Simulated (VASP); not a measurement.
Set up this calculation in VASP 6.6.1, as the native input.

```
Task                   : relaxation of the atoms
Functional             : PBEsol
Potentials or basis    : VASP PAW PBE potentials, release 64 (Sb)
Cutoff                 : 520 eV
k mesh                 : 9 × 9 × 9
Occupations            : fermi-dirac, width 0.05 eV
Spin                   : no spin polarisation
Further INCAR settings : ALGO = Fast; EDIFF = 1e-07; IBRION = 2; EDIFFG = -0.01; NSW = 80
```

The structure of Sb lies in POSCAR:

```
Sb
1.0
    2.1542000000      1.2437279499      3.7580000000
   -2.1542000000      1.2437279499      3.7580000000
    0.0000000000     -2.4874558998      3.7580000000
Sb
2
Direct
    0.2334900000      0.2334900000      0.2334900000
    0.7665100000      0.7665100000      0.7665100000
```

These files were run (other wordings do the same):

INCAR

```
SYSTEM = Sb
PREC = Accurate
ENCUT = 520
EDIFF = 1E-7
ISMEAR = -1
SIGMA = 0.05
LREAL = .FALSE.
LASPH = .TRUE.
NELM = 100
ALGO = Fast
ISIF = 2
LWAVE = .FALSE.
LCHARG = .FALSE.
GGA = PS
IBRION = 2
NSW = 80
EDIFFG = -0.01
LEFG = .TRUE.
```

KPOINTS

```
Automatic mesh
0
G
  9 9 9
  0 0 0
```

Potentials or basis: VASP PAW PBE potentials, release 64 (Sb).

Launch:

```console
$ cat potpaw_PBE.64/Sb/POTCAR > POTCAR
$ mpirun -np 1 vasp_std > vasp.out
```

It gave:

| Quantity | Value |
| --- | --- |
| Energy gained by relaxing | 1.6 meV/atom |
| Ionic steps | 3 |
| Pressure after relaxing | -0.3 GPa |
| Largest force after relaxing | 0.006 eV/Å |
| Band gap on the k mesh | 0.03 eV, indirect (least direct gap 0.47 eV) |

Caveat: the PAW data sets were made with another functional, which shifts forces and pressure a little; spin-orbit coupling is left out, which moves the levels of the heavy elements; an odd mesh through Γ misses points on the zone boundary, where band edges often lie.

It took 84 s on 1 thread of Intel(R) Xeon(R) Platinum 8375C CPU @ 2.90GHz (Ice Lake) (shared host), peak memory 0.23 GiB.
